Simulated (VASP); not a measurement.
```
MgSe
1.0
    0.00000     2.93291     2.93291
    2.93291     0.00000     2.93291
    2.93291     2.93291     0.00000
Mg Se
1 1
Direct
  0.00000   0.00000   0.00000
  0.25000   0.25000   0.25000
```

Level of theory: LDA (Ceperley-Alder, Perdew-Zunger) with spin-orbit coupling, VASP's LDA PAW potentials (set 64) (plane waves; VASP). Numerical set-up: 400 eV cut-off, 7×7×7 Γ-centred mesh, Gaussian smearing of 0.050 eV, potentials Mg Se.

Q: Give the energies of bands 3 to 15 at the high-symmetry points, in eV from the valence-band maximum.

A: 
```tsv
band	Γ	X	U	L	W
3	-0.40	-3.25	-2.98	-3.55	-2.83
4	-0.40	-3.25	-2.88	-3.55	-2.67
5	0.00	-1.41	-2.28	-0.64	-2.27
6	0.00	-1.41	-2.16	-0.64	-2.07
7	0.00	-1.21	-1.06	-0.40	-1.63
8	0.00	-1.21	-1.06	-0.40	-1.62
9	2.45	3.09	4.00	4.03	4.95
10	2.45	3.09	4.01	4.03	4.95
11	6.95	4.65	6.21	6.74	7.05
12	6.95	4.65	6.25	6.74	7.17
13	6.96	10.69	9.02	6.74	7.38
14	6.96	10.69	9.02	6.74	7.39
15	6.96	11.20	9.35	8.01	7.47
```

The gap is direct, 2.45 eV, from the valence maximum at Γ to the conduction minimum at Γ.

The structure comes from a computed database's MgSe entry (F-43m); how it stands against other phases isn't given here. It was relaxed first.
